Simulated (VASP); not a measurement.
Write the native input for VASP 6.6.1 that does the following.

```
Task                   : relaxation of cell and atoms
Functional             : r2SCAN
Potentials or basis    : VASP PAW PBE potentials, release 64 (N, Sc_sv, P)
Cutoff                 : 600 eV
k mesh                 : 6 × 6 × 6
Occupations            : fermi-dirac, width 0.02 eV
Spin                   : no spin polarisation
Dipole correction      : no
Further INCAR settings : ALGO = Normal; EDIFF = 1e-06; IBRION = 2; EDIFFG = -0.005; NSW = 80; ISIF = 3
```

Crystal: Sc2PN.

```
N Sc P
1.0
     3.49597    0.00000    0.00000
     0.00000    3.49597    0.00000
     0.00000    0.00000    5.00057
N Sc P
1 2 1
Cartesian
  0.0000 0.0000 0.0000
  0.0000 0.0000 2.5003
  1.7480 1.7480 0.0000
  1.7480 1.7480 2.5003
```

The cell was built by a generator and needn't be a form met in nature.

The input as run:

POSCAR

```
Sc2PN
1.0
    3.4959715108      0.0000000000      0.0000000000
    0.0000000000      3.4959715108      0.0000000000
    0.0000000000      0.0000000000      5.0005680223
N Sc P
1 2 1
Direct
    0.0000000000      0.0000000000      0.0000000000
    0.0000000000      0.0000000000      0.5000000000
    0.5000000000      0.5000000000      0.0000000000
    0.5000000000      0.5000000000      0.5000000000
```

INCAR.step1

```
SYSTEM = Sc2PN
PREC = Accurate ; ENCUT = 600
ISMEAR = -1 ; SIGMA = 0.02
LREAL = .False. ; LASPH = .True.
NELM = 80 ; GGA = PE
ALGO = Normal ; EDIFF = 1E-4
LWAVE = .True. ; LCHARG = .False.
```

INCAR.step2

```
SYSTEM = Sc2PN
PREC = Accurate ; ENCUT = 600
EDIFF = 1E-6 ; ISMEAR = -1
SIGMA = 0.02 ; LREAL = .False.
LASPH = .True. ; NELM = 80
ALGO = Normal ; ISIF = 3
LWAVE = .False. ; LCHARG = .False.
METAGGA = R2SCAN ; LMIXTAU = .True.
IBRION = 2 ; NSW = 80
EDIFFG = -0.005 ; ISTART = 1
```

KPOINTS

```
Automatic mesh
0
Gamma
  6 6 6
  0 0 0
```

Potentials or basis: VASP PAW PBE potentials, release 64 (N, Sc_sv, P).

Run with:

```console
$ cat potpaw_PBE.64/N/POTCAR potpaw_PBE.64/Sc_sv/POTCAR potpaw_PBE.64/P/POTCAR > POTCAR
$ cp INCAR.step1 INCAR
$ mpirun -np 1 vasp_std > vasp.out
$ cp INCAR.step2 INCAR
$ mpirun -np 1 vasp_std > vasp.out
```

Results of the run:

```
Relaxed volume                         : 15.31 Å³/atom
Relaxed cell                           : a = 3.502 Å, b = 3.502 Å, c = 4.994 Å, α = 90.00°, β = 90.00°, γ = 90.00°
Space group after relaxing (to 0.05 Å) : P4/mmm (No. 123)
Energy gained by relaxing              : 0.1 meV/atom
Ionic steps                            : 4
Pressure after relaxing                : 0.0 GPa
Band gap on the k mesh                 : none (metal or under the smearing width)
```

Caveat: the PAW data sets were made with another functional, which shifts forces and pressure a little.

It took 5.6 min on 1 thread of Intel(R) Xeon(R) Platinum 8559C (Emerald Rapids), with other jobs on the host, peak memory 0.22 GiB.
